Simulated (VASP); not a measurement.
OSZICAR of a VASP run on Sn (beta):

File OSZICAR:
```
       N       E                     dE             d eps       ncg     rms          rms(c)
DAV:   1     0.202431446745E+03    0.20243E+03   -0.15037E+04  7076   0.249E+03
DAV:   2     0.897250455130E+01   -0.19346E+03   -0.19129E+03  7066   0.453E+02
DAV:   3    -0.847373529124E+01   -0.17446E+02   -0.17266E+02  7994   0.140E+02
DAV:   4    -0.900071258403E+01   -0.52698E+00   -0.52460E+00  8236   0.265E+01
DAV:   5    -0.902082715910E+01   -0.20115E-01   -0.20113E-01  9544   0.472E+00    0.276E+00
DAV:   6    -0.898655488071E+01    0.34272E-01   -0.39233E-02  9276   0.317E+00    0.151E+00
DAV:   7    -0.897259304424E+01    0.13962E-01   -0.22296E-02  9262   0.229E+00    0.161E-01
DAV:   8    -0.897198006980E+01    0.61297E-03   -0.20749E-03  8512   0.737E-01    0.308E-02
DAV:   9    -0.897198502232E+01   -0.49525E-05   -0.50471E-05  9062   0.745E-02    0.137E-02
DAV:  10    -0.897198524178E+01   -0.21946E-06   -0.42681E-06  9164   0.270E-02    0.169E-03
DAV:  11    -0.897198523151E+01    0.10270E-07   -0.28522E-07  6350   0.740E-03
   1 F= -.89719852E+01 E0= -.89720246E+01  d E =-.897199E+01
```

Q: Which electronic solver shows in the log?

A: It is blocked Davidson (ALGO = Normal, or the opening steps of other solvers). The INCAR had ALGO = Normal.

Q: Can the final energy be trusted as converged?

A: The run converged. It stopped with EDIFF = 1E-7, NELM = 100, NSW = 30 and EDIFFG = -0.01 after 1 ionic step (LDA (Ceperley-Alder, Perdew-Zunger), plane waves, VASP's LDA PAW potentials (set 64)).

The compound is Sn in the beta structure. This cell is one point of a volume scan, at 0.97 of the reference volume.
